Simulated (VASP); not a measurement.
OSZICAR of a VASP run on CuZn (space group Pm-3m):

OSZICAR:
```
       N       E                     dE             d eps       ncg     rms          rms(c)
DAV:   1     0.884862010077E+02    0.88486E+02   -0.83351E+03  1744   0.170E+03
DAV:   2    -0.403476463621E+01   -0.92521E+02   -0.90329E+02  1680   0.277E+02
DAV:   3    -0.606995516877E+01   -0.20352E+01   -0.20311E+01  2051   0.542E+01
DAV:   4    -0.608267891726E+01   -0.12724E-01   -0.12741E-01  1946   0.376E+00
DAV:   5    -0.608283963917E+01   -0.16072E-03   -0.16075E-03  2161   0.455E-01    0.948E+00
DAV:   6    -0.594518872624E+01    0.13765E+00   -0.17122E+01  1881   0.102E+02    0.603E+00
DAV:   7    -0.501426560577E+01    0.93092E+00   -0.38322E+00  1776   0.988E+01    0.222E+00
DAV:   8    -0.501732330917E+01   -0.30577E-02   -0.19305E-01  2272   0.592E+00    0.127E+00
DAV:   9    -0.500767997736E+01    0.96433E-02   -0.22695E-02  1967   0.374E+00    0.475E-02
DAV:  10    -0.500768555620E+01   -0.55788E-05   -0.52393E-04  2429   0.379E-01    0.254E-02
DAV:  11    -0.500768987394E+01   -0.43177E-05   -0.16956E-05  2367   0.994E-02    0.119E-02
DAV:  12    -0.500768806793E+01    0.18060E-05   -0.10237E-06  1296   0.335E-02    0.217E-03
DAV:  13    -0.500768852712E+01   -0.45920E-06   -0.38909E-07  1071   0.160E-02
   1 F= -.50076885E+01 E0= -.50076885E+01  d E =0.000000E+00
```

### Question
Which electronic solver shows in the log?

### Answer
It is blocked Davidson (ALGO = Normal, or the opening steps of other solvers). The INCAR had ALGO = Normal.

### Question
Can the final energy be trusted as converged?

### Answer
The run converged. It stopped with EDIFF = 1E-6, NELM = 100 (PBE GGA, plane waves, VASP's PBE PAW potentials (set 64)).

The structure is a typed CuZn crystal. The cell was not relaxed at this level. The run is one of a series of settings (ISMEAR = -5, SIGMA removed against the base run), some of them coarse on purpose. The electron count is odd and the run is not spin-polarised, which forces a metal.
